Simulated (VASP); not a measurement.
A VASP calculation is set up with these files.

KPOINTS:
```
Automatic mesh
0
Gamma
6 6 6
0 0 0
```

**INCAR**
```
SYSTEM = HfBRh3
PREC = Accurate; ENCUT = 400; LREAL = F
LASPH = T
EDIFF = 1E-6; NELM = 100; ALGO = Normal
LMAXMIX = 6
ISMEAR = 0; SIGMA = 0.05
GGA = PS
ISIF = 2
LWAVE = F; LCHARG = F
```

File POSCAR:
```
HfBRh3
1.0
  4.0133550000   0.0000000000   0.0000000000
  0.0000000000   4.0133550000   0.0000000000
  0.0000000000   0.0000000000   4.0133550000
Hf B Rh
1 1 3
Cart
  0.0000000000   0.0000000000   0.0000000000
  2.0066775000   2.0066775000   2.0066775000
  0.0000000000   2.0066775000   2.0066775000
  2.0066775000   0.0000000000   2.0066775000
  2.0066775000   2.0066775000   0.0000000000
```

POTCAR, in this order: Hf_pv B Rh_pv (PBE.64 set). Program: vasp_std.

Problem. Write an equivalent input for Ansatz.

Solution. One equivalent input (not run):
Ansatz 0.2 input:
```yaml
crystal:
  lattice:
    - [4.0133550, 0.0000000, 0.0000000]
    - [0.0000000, 4.0133550, 0.0000000]
    - [0.0000000, 0.0000000, 4.0133550]
  atoms:
    - { symbol: Hf, position: [0.0000000, 0.0000000, 0.0000000] }
    - { symbol: B, position: [0.5000000, 0.5000000, 0.5000000] }
    - { symbol: Rh, position: [0.0000000, 0.5000000, 0.5000000] }
    - { symbol: Rh, position: [0.5000000, 0.0000000, 0.5000000] }
    - { symbol: Rh, position: [0.5000000, 0.5000000, 0.0000000] }
kpoints:
  mp_grid: { grid: [6, 6, 6] }
hamiltonian:
  xc: pbesol
  pseudopotentials: { kind: paw }
scf:
  occupations: { method: gaussian, width: 0.05 }
  max_iter: 100
output: { forces: true, stress: true, eigenvalues: true }
```
The two are equivalent in intent, not identical: each code has its own PAW files, so the cut-off isn't converted (ENCUT is set for VASP's; basis.ecutwfc is left out, and Ansatz then takes the one that its files recommend); Ansatz stops its SCF on the density residual and VASP on the energy change (EDIFF).

The structure comes from a computed database's HfBRh3 entry (Pm-3m); how it stands against other phases isn't given here. The cell was not relaxed at this level, and its volume differs by -5.9 % from the start's.
